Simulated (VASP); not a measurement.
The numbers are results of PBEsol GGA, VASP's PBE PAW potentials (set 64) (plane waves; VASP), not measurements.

Input for VASP

**KPOINTS**
```
Regular mesh
0
G
12 12 1
0 0 0
```

**POSCAR**
```
MoTe2 monolayer
1
    3.4955643518     0.0000000000     0.0000000000
   -1.7477821759     3.0272471166     0.0000000000
    0.0000000000     0.0000000000    19.6428867901
Te Mo
2 1
Direct
  0.3333330000   0.6666670000   0.5918720000
  0.3333330000   0.6666670000   0.4081280000
  0.6666670000   0.3333330000   0.5000000000
```

**INCAR**
```
GGA=PS
LASPH=.TRUE.   ! aspherical one-centre terms
IBRION=2
EDIFFG=-0.03
ALGO=Normal
LMAXMIX=4
LCHARG=.FALSE.
LREAL=.FALSE.   ! projection in real space or not
ENCUT=400
NELMIN=4
LWAVE=.TRUE.
EDIFF=1E-5
ISIF=4
PREC=Normal
NELM=100
NSW=50
ISMEAR=0   ! Gaussian
SIGMA=0.05
SYSTEM=MoTe2 monolayer
```

POTCAR, in this order: Te Mo_sv (PBE.64 set). Program: vasp_std.

Unless said otherwise, spin-orbit coupling is left out, though it shifts the bands of the heavy elements here.

Task: Estimate the energy per atom (σ→0), band gap (on the k-mesh).

Result: 
* **energy per atom (σ→0)**: -6.538 eV/atom
* **band gap (on the k-mesh)**: 1.19 eV

File OSZICAR:
```
...
DAV:  12    -0.196130475715E+02   -0.15758E-03   -0.30642E-04   858   0.945E-02    0.568E-02
DAV:  13    -0.196131628568E+02   -0.11529E-03   -0.71610E-04   776   0.137E-01    0.386E-02
DAV:  14    -0.196132536340E+02   -0.90777E-04   -0.74398E-05   807   0.418E-02    0.351E-02
DAV:  15    -0.196133803828E+02   -0.12675E-03   -0.40417E-05   722   0.369E-02    0.499E-03
DAV:  16    -0.196134240896E+02   -0.43707E-04   -0.48377E-06   553   0.118E-02    0.495E-03
DAV:  17    -0.196134521258E+02   -0.28036E-04   -0.41390E-06   598   0.845E-03    0.142E-03
DAV:  18    -0.196134610634E+02   -0.89376E-05   -0.15743E-06   541   0.395E-03
   1 F= -.19613461E+02 E0= -.19613461E+02  d E =-.196135E+02
```

The cell is a sheet with vacuum, built from MoTe2 (2H layered).
